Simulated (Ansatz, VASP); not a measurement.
# Au (Gold) in two plane-wave programs, part 2 of 2

Wanted: the spread between two codes on one cell, functional and k mesh. Of the first pair: The cell is a member of a volume series, scaled by 1.015 from a relaxed one, so a pressure remains. Valence electrons are named where the data sets of a main pair hold unlike numbers.

VASP 6.6.1 and Ansatz 0.2.0.

So far. Step 3 (Ansatz: single point, LDA, volume scaled by 1.015): The run ends at a pressure of -3.33 GPa. Step 6 (Ansatz: single point, PBE, volume scaled by 1.015): The run ends at a pressure of -1.90 GPa.

**8. Ansatz: single point, PBEsol with D3(BJ), volume scaled by 0.985**

Level of this step: Ansatz beside VASP: Kohn-Sham DFT, plane waves, PBEsol with D3(BJ) (Ansatz).

A single point gives forces, pressure and levels at one fixed geometry, so differences don't come from the geometry; what else differs is listed under the comparison. The cell compared in this pair holds 16.18 Å³, against 18.25 Å³ for the pair before.

The cell is a member of a volume series, scaled by 0.985 from a relaxed one, so a pressure remains.

Input file input.yaml:

```yaml
crystal:
  lattice:
    - [0.0, 2.00735792, 2.00735792]
    - [2.00735792, 0.0, 2.00735792]
    - [2.00735792, 2.00735792, 0.0]
  atoms:
    - { symbol: Au, position: [0.0, 0.0, 0.0] }
hamiltonian:
  xc: pbesol
  pseudopotentials: { kind: paw }
  dispersion: d3bj
kpoints:
  mp_grid: { grid: [12, 12, 12] }
scf:
  occupations: { method: methfessel_paxton, width: 0.1 }
  n_extra_bands: 4
output:
  forces: true
  stress: true
  eigenvalues: true
```

Command:

```
$ ansatz run input.yaml --threads 2 --pin off --max-ram 4608MiB --backend cpu --events-out ev --progress --plain --runs-dir out
```

Numbers of over 12 decimals in the logs are rounded to 6 here.

The program printed:

```text
[...]
Crystal: 1 atoms, lattice volume = 16.177 Å³
Basis set: ecut = 420 eV, 331 PW (Γ), exchange–correlation on 40×40×40 points (8 copies of the dense FFT grid, shifted against one another)
Bands: 14, of which v1, the nominal top of the filled ones, is band 10 counted from 1 (9 counted from 0)
Symmetry: 48 space group operations
[...]
k-points: 72 of 1728
[...]
--- Band table (eV; the first three rows and the last of 72) ---
  k-point 0: bands = [... 6 lower, 16.9551, 16.9551, 18.6381, 18.6381, 36.2597, 40.5538, 40.5538, 40.5538]
  k-point 1: bands = [... 6 lower, 17.0436, 17.0436, 18.5980, 18.5980, 36.5719, 39.1587, 40.8777, 40.8777]
  k-point 2: bands = [... 6 lower, 17.2228, 17.2228, 18.5749, 18.5749, 36.3672, 37.4488, 41.7338, 41.7338]
  k-point 71: bands = [... 6 lower, 16.4187, 18.4443, 20.3189, 26.9149, 28.3764, 28.3764, 31.6698, 44.8120]
[key lines of the parts left out:]
SCF converged after 5 iterations
Free energy (F): -13007.731672 eV
Fermi energy:    21.857681 eV
P = ⅓ Tr σ = 3.4560 GPa (34.560 kbar)
```

The job ended after 1.1 s (2 threads of Arm Neoverse N1, shared host; peak memory 0.26 GiB).

The run ends at a pressure of 3.46 GPa.

**9. VASP: single point, PBEsol with D3(BJ), volume scaled by 0.985**

The same cell, functional, mesh and smearing now go to VASP, with its own data sets.

The input asks for a relaxation, which ended at its first step since no free force or stress exceeded the threshold; so it serves as a single point.

Input file INCAR:

```
SYSTEM = Au
PREC = Accurate
ENCUT = 450
EDIFF = 1E-06
NELM = 100
ISMEAR = 1
SIGMA = 0.1
LREAL = .FALSE.
ALGO = Normal
GGA = PS
IVDW = 12
LORBIT = 11
LWAVE = .FALSE.
LCHARG = .FALSE.
KPAR = 2
IBRION = 2
NSW = 30
ISIF = 4
EDIFFG = -0.01
```

Input file POSCAR:

```
Au
1.0
    0.0000000000      2.0073579198      2.0073579198
    2.0073579198      0.0000000000      2.0073579198
    2.0073579198      2.0073579198      0.0000000000
Au
1
Direct
    0.0000000000      0.0000000000      0.0000000000
```

Input file KPOINTS:

```
Automatic mesh
0
Gamma
12 12 12
0 0 0
```

The projector-augmented-wave data sets are Au (PBE family, release 64).

Command:

```
$ mpirun -np 2 vasp_std
```

The program printed:

```text
[banner, memory and clock lines left out]
running    2 mpi-ranks, on    1 nodes
[...]
|                                                                             |
|               ----> ADVICE to this user running VASP <----                  |
|                                                                             |
|     You enforced a specific xc type in the INCAR file but a different       |
|     [... a line on the potential file left out ...]
|     I HOPE YOU KNOW WHAT YOU ARE DOING!                                     |
|                                                                             |

 LDA part: xc-table for (Slater+PW92), standard interpolation
 POSCAR, INCAR and KPOINTS ok, starting setup
[...]
entering main loop
       N       E                     dE             d eps       ncg     rms          rms(c)
DAV:   1     0.342632314561E+02    0.34263E+02   -0.53291E+03  1488   0.960E+02
DAV:   2    -0.392651525222E+01   -0.38190E+02   -0.35356E+02  1343   0.183E+02
DAV:   3    -0.422772820437E+01   -0.30121E+00   -0.30078E+00  1593   0.163E+01
DAV:   4    -0.422847425787E+01   -0.74605E-03   -0.74604E-03  1447   0.856E-01
[...]
DAV:   9    -0.389079394823E+01    0.99143E-05   -0.86252E-06  1406   0.341E-02    0.117E-02
DAV:  10    -0.389079746656E+01   -0.35183E-05   -0.10450E-06  1336   0.101E-02    0.672E-04
DAV:  11    -0.389079754958E+01   -0.83019E-07   -0.35261E-08   660   0.199E-03
   1 F= -.45567631E+01 E0= -.45569977E+01  d E =-.455676E+01
[...]
reached required accuracy - stopping structural energy minimisation
```

Parts of OUTCAR (step 9):

```text
 Edisp (eV)   -0.66597

  Total       0.32596     0.32596     0.32596    -0.00000     0.00000     0.00000
  in kB      32.28296    32.28296    32.28296    -0.00000     0.00000     0.00000
  external pressure =       32.28 kB  Pullay stress =        0.00 kB

 POSITION                                       TOTAL-FORCE (eV/Angst)
 -----------------------------------------------------------------------------------
      0.00000      0.00000      0.00000        -0.000000     -0.000000     -0.000000
 -----------------------------------------------------------------------------------
    total drift:                               -0.000000     -0.000000     -0.000000

  FREE ENERGIE OF THE ION-ELECTRON SYSTEM (eV)
  ---------------------------------------------------
  free  energy   TOTEN  =        -4.5567630726 eV

  energy  without entropy=       -4.5574670377  energy(sigma->0) =       -4.55699773

[... 2 parts as in an earlier step ...]

[... 2 further parts left out ...]
[key lines of the parts left out:]
E-fermi :  10.0891
```

Dispersion corrections of this kind ignore metallic screening and tend to overbind metals.

**10. Comparison**

What differs besides the data sets and the points named for the pairs above, as far as they apply: the data sets hold 19 valence electrons in Ansatz (on its default PAW (the set named soft_2) files) and 11 in VASP; Ansatz makes its cores anew for this functional, VASP keeps those of its PBE data sets. Total energies have different zeros and are not compared.

Both answers:

| quantity | Ansatz | VASP | difference |
| --- | --- | --- | --- |
| pressure (GPa) | 3.46 | 3.23 | +0.23 |
| pressure without Ansatz's Pulay correction (GPa) | 3.40 | 3.23 | +0.17 |

Ansatz's pressure holds a Pulay correction of 0.05 GPa; VASP's holds none.

**11. Results**

| Property | Result |
| --- | --- |
| difference in pressure (single point, LDA, volume scaled by 1.015) | -0.58 GPa |
| difference in pressure (single point, PBE, volume scaled by 1.015) | 0.082 GPa |
| difference in pressure (single point, PBEsol with D3(BJ), volume scaled by 0.985) | 0.23 GPa |

In words: The difference in pressure is -0.58 GPa (single point, LDA, volume scaled by 1.015), within the 1 GPa picked in this series as the mark of a large difference. The data sets hold unlike numbers of valence electrons (19 in Ansatz and 11 in VASP), so part of the differences comes from the potentials. 6 further runs of this series are not shown here. Such differences can come from data sets, numerical settings and the points named under the comparisons, not from the functional's error against experiment.

[Lines on the potential files, build, host, timing and source positions are cut from VASP's logs without a mark.]

[Logs are printed without paths, hosts, clocks, repeated set-up lines and the standing remarks that a program may print on its own settings, such as how far it seeks lower states.]

[Hosts, paths, dates, database ids (printed as entryN), source tags and the programs' standing remarks are cut or masked in the printed files.]
